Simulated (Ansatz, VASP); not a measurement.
# MgZrO3 in two plane-wave programs, part 2 of 2

Wanted: the spread between two codes on one cell, functional and k mesh. The cell is generated by rule, not measured, and may not be a known phase. The cell is taken from a series of runs on this material, whose earlier steps may have relaxed, scaled, displaced or heated it; both programs get it as it stands.

VASP 6.6.1 and Ansatz 0.2.0.

So far: Starting point; Ansatz: relaxation of cell and atoms, PBEsol; VASP: relaxation of cell and atoms, PBEsol.

The structure was built from a prototype and need not be the compound's stable phase.

### 4. Side by side

Known differences besides the potentials themselves: the data sets hold 40 valence electrons in Ansatz (on its default PAW (the set named soft_2) files) and 32 in VASP; the cutoff is 420 eV in Ansatz and 600 eV in VASP; Ansatz makes its cores anew for this functional, VASP keeps those of its PBE data sets; Ansatz adds a Pulay correction to the stress that steers its cell, VASP none. Total energies have different zeros and are not compared.

The two programs side by side:

```
                                         quantity  Ansatz   VASP  difference
                                      volume (Å³)   67.53  67.56     -0.05 %
edge a after relaxation, in the typed setting (Å)   4.072  4.073     -0.02 %
```

### 5. VASP: zone-centre phonons, PBEsol

Second derivatives magnify differences that forces hide, and they need a tight electronic threshold.

File INCAR:

```
SYSTEM = MgZrO3
PREC = Accurate
ENCUT = 600
EDIFF = 1E-08
NELM = 120
ISMEAR = 0
SIGMA = 0.01
LREAL = .FALSE.
ALGO = Normal
GGA = PS
NBANDS = 22
LASPH = .TRUE.
LORBIT = 11
LWAVE = .FALSE.
LCHARG = .FALSE.
ISIF = 2
IBRION = 8
LEPSILON = .TRUE.
GGA_COMPAT = .FALSE.
EFERMI = MIDGAP
KPAR = 2
```

File POSCAR:

```
MgZrO3
1.0
    4.0725944006      0.0000000000      0.0000000000
    0.0000000000      4.0725944006      0.0000000000
    0.0000000000      0.0000000000      4.0725944006
Mg Zr O
1 1 3
Direct
    0.0000000000      0.0000000000      0.0000000000
    0.5000000000      0.5000000000      0.5000000000
    0.0000000000      0.5000000000      0.5000000000
    0.5000000000      0.0000000000      0.5000000000
    0.5000000000      0.5000000000      0.0000000000
```

File KPOINTS:

```
Automatic mesh
0
Gamma
8 8 8
0 0 0
```

PAW data sets: Mg, Zr_sv and O (PBE family, release 64).

Run with:

```sh
$ mpirun -np 2 vasp_std
```

Numbers of over 12 decimals in the logs are rounded to 6 here.

Output:

```text
[banner, memory and clock lines left out]
running    2 mpi-ranks, on    1 nodes
[...]
[... a notice as in an earlier step ...]

 LDA part: xc-table for (Slater+PW92), standard interpolation
 POSCAR, INCAR and KPOINTS ok, starting setup
[...]
entering main loop
       N       E                     dE             d eps       ncg     rms          rms(c)
DAV:   1     0.272019812041E+03    0.27202E+03   -0.18591E+04  1596   0.155E+03
DAV:   2    -0.273253406290E+02   -0.29935E+03   -0.28443E+03  2078   0.369E+02
DAV:   3    -0.464795699435E+02   -0.19154E+02   -0.19040E+02  2480   0.915E+01
DAV:   4    -0.471369618973E+02   -0.65739E+00   -0.65688E+00  2032   0.126E+01
[...]
DAV:  13    -0.391840666893E+02   -0.17376E-06   -0.18739E-06  1948   0.132E-02    0.242E-03
DAV:  14    -0.391840665233E+02    0.16603E-06   -0.13302E-07  1874   0.328E-03    0.481E-04
DAV:  15    -0.391840665270E+02   -0.37526E-08   -0.94193E-09  1370   0.664E-04
   1 F= -.39184067E+02 E0= -.39184067E+02  d E =0.000000E+00
[...]
RMM:  25    -0.378546566009E+00   -0.13653E-08   -0.75410E-08  4816   0.806E-06    0.340E-07
 first order change of Fermi-energy   0.14081E-02
 force on displaced ion       3 direction 1 : -21.901   0.000   0.000
 Born effective charge ion    3 direction 1 :  -4.958   0.000   0.000
 Linear response progress:
  Degree of freedom:   4/  4
       N       E                     dE             d eps       ncg     rms          rms(c)
RMM:   1    -0.374225707272E+00   -0.37423E+00    0.22453E-01 10759   0.291E+00
RMM:   2    -0.365094011299E+00    0.91317E-02   -0.10830E-02  9307   0.422E-01    0.121E-01
RMM:   3    -0.366272467586E+00   -0.11785E-02   -0.14442E-03  9022   0.150E-01    0.646E-02
RMM:   4    -0.367707522409E+00   -0.14351E-02   -0.58910E-04  9191   0.116E-01    0.168E-02
[...]
RMM:  21    -0.367699371281E+00    0.14994E-08    0.11144E-07  7291   0.103E-05    0.144E-06
RMM:  22    -0.367699373033E+00   -0.17518E-08    0.12930E-07  7199   0.883E-06    0.129E-06
RMM:  23    -0.367699378947E+00   -0.59135E-08    0.54616E-08  9164   0.817E-06    0.889E-07
 first order change of Fermi-energy   0.15646E-03
 force on displaced ion       3 direction 2 :   0.000   1.301   0.000
 Born effective charge ion    3 direction 2 :   0.000  -1.768   0.000
 Born effective charges drift removed
 Linear response finished
```

OUTCAR, selected parts (step 5):

```text
  Total        0.0154967      0.0154967      0.0154967     -0.0000000      0.0000000      0.0000000
  in kB        0.3675666      0.3675666      0.3675666     -0.0000000      0.0000000      0.0000000
  external PRESSURE =       0.3675666 kB  Pullay stress =       0.0000000 kB

 MACROSCOPIC STATIC DIELECTRIC TENSOR IONIC CONTRIBUTION
 ------------------------------------------------------
           6.702666    -0.000000     0.000000
          -0.000000     6.702666    -0.000000
           0.000000    -0.000000     6.702666
 ------------------------------------------------------

[... 2 further parts left out ...]
```

With imaginary modes the cell is no minimum, so the ionic parts of its dielectric, piezoelectric and elastic tensors have no meaning.

### 6. Ansatz: zone-centre phonons, PBEsol

The same cell, functional and mesh now go to Ansatz, which takes its cutoff from its data sets.

The cell is taken from a series of runs on this material, whose earlier steps may have relaxed, scaled, displaced or heated it; both programs get it as it stands.

File input.yaml:

```yaml
crystal:
  lattice:
    - [4.0725944006, 0.0, 0.0]
    - [0.0, 4.0725944006, 0.0]
    - [0.0, 0.0, 4.0725944006]
  atoms:
    - { symbol: Mg, position: [0.0, 0.0, 0.0] }
    - { symbol: Zr, position: [0.5, 0.5, 0.5] }
    - { symbol: O, position: [0.0, 0.5, 0.5] }
    - { symbol: O, position: [0.5, 0.0, 0.5] }
    - { symbol: O, position: [0.5, 0.5, 0.0] }
kpoints:
  mp_grid: { grid: [8, 8, 8] }
hamiltonian:
  xc: pbesol
scf:
  occupations: { method: fixed }
output:
  eigenvalues: true
phonons:
  method: dfpt
  dielectric: true
  rigid_motions: translations
```

Run with:

```sh
$ ansatz run input.yaml --threads 8 --pin off --max-ram 14336MiB --backend cpu --events-out ev --progress --plain --runs-dir out
```

Output:

```text
[...]
Crystal: 5 atoms, lattice volume = 67.548 Å³
Basis set: ecut = 420 eV, 1357 PW (Γ), exchange–correlation on 60×60×60 points (8 copies of the dense FFT grid, shifted against one another)
Bands: 25, of which v1, the nominal top of the filled ones, is band 20 counted from 1 (19 counted from 0)
Symmetry: 48 space group operations
k-points: 170 of 512 (irreducible under 2 space group operations, time reversal used)
[...]
optical modes at Γ + LO–TO along q̂ = [1.0000, 0.0000, 0.0000]:
      ω (cm⁻¹)  modes    IR ((D/Å)²/amu)
[...]
optical modes at Γ + LO–TO along q̂ = [0.0000, 1.0000, 0.0000]:
      ω (cm⁻¹)  modes    IR ((D/Å)²/amu)
[...]
optical modes at Γ + LO–TO along q̂ = [0.0000, 0.0000, 1.0000]:
      ω (cm⁻¹)  modes    IR ((D/Å)²/amu)
[...]
181.75      2             9.7363
        279.21      1             7.2009
        640.28      2            65.6051
        817.62      1            50.0801
[key lines of the parts left out:]
SCF converged after 8 iterations
Free energy (F): -7728.294044 eV
Fermi energy:    7.294564 eV
```

### 7. Side by side

What differs besides the data sets and the points named for the pairs above, as far as they apply: fixed occupations in Ansatz, narrow Gaussian smearing in VASP; VASP's response is taken on the typed mesh, Ansatz refines its own for the field response alone; the data sets hold 40 valence electrons in Ansatz (on its default PAW (the set named soft_2) files) and 32 in VASP. Total energies have different zeros and are not compared.

The two programs side by side:

```
                                                   quantity  Ansatz    VASP  difference
                                                      ε∞ xx    5.21    5.29     -1.37 %
                                                      ε∞ yy    5.21    5.29     -1.37 %
                                                      ε∞ zz    5.21    5.29     -1.37 %
              Born charge of Mg1 (mean of the diagonal) (e)    2.69    2.68       +0.01
              Born charge of Zr2 (mean of the diagonal) (e)    5.83    5.81       +0.01
               Born charge of O3 (mean of the diagonal) (e)   -2.84   -2.83       -0.01
optical mode 1 to 3 (imaginary, printed as negative) (cm⁻¹)  -257.9  -258.4        +0.5
optical mode 4 to 6 (imaginary, printed as negative) (cm⁻¹)  -217.4  -220.9        +3.4
                                 optical mode 7 to 9 (cm⁻¹)   181.8   182.2     -0.25 %
                               optical mode 10 to 12 (cm⁻¹)   640.3   647.9     -1.17 %
```

Modes are paired by rising frequency, not by their patterns, so a pair may set unlike modes beside each other; they are those without the splitting of longitudinal modes.

### 8. Outcome

| Property | Result |
| --- | --- |
| difference in volume (relaxation of cell and atoms, PBEsol) | -0.048 % |
| r.m.s. difference of the optical zone-centre modes, each program's sorted by frequency (zone-centre phonons, PBEsol) | 4.2 cm⁻¹ |
| difference in ε∞ xx (zone-centre phonons, PBEsol) | -1.4 % |

What this shows: The difference in volume is -0.048 % (relaxation of cell and atoms, PBEsol), within the 1.2 % picked in this series as the mark of a large difference, as far as the stopping tolerances let one tell. The data sets hold unlike numbers of valence electrons (40 in Ansatz and 32 in VASP), so part of the differences comes from the potentials. Among the rows given in per cent, the largest difference of the zone-centre phonons, PBEsol pair is in ε∞ xx, -1.4 %. 1 further run of this series is not shown here. How closely two codes agree says nothing of how well the functional describes the real material.

[Lines on the potential files, build, host, timing and source positions are cut from VASP's logs without a mark.]

[Logs are printed without paths, hosts, clocks, repeated set-up lines and the standing remarks that a program may print on its own settings, such as how far it seeks lower states.]

[Hosts, paths, dates, database ids (printed as entryN), source tags and the programs' standing remarks are cut or masked in the printed files.]
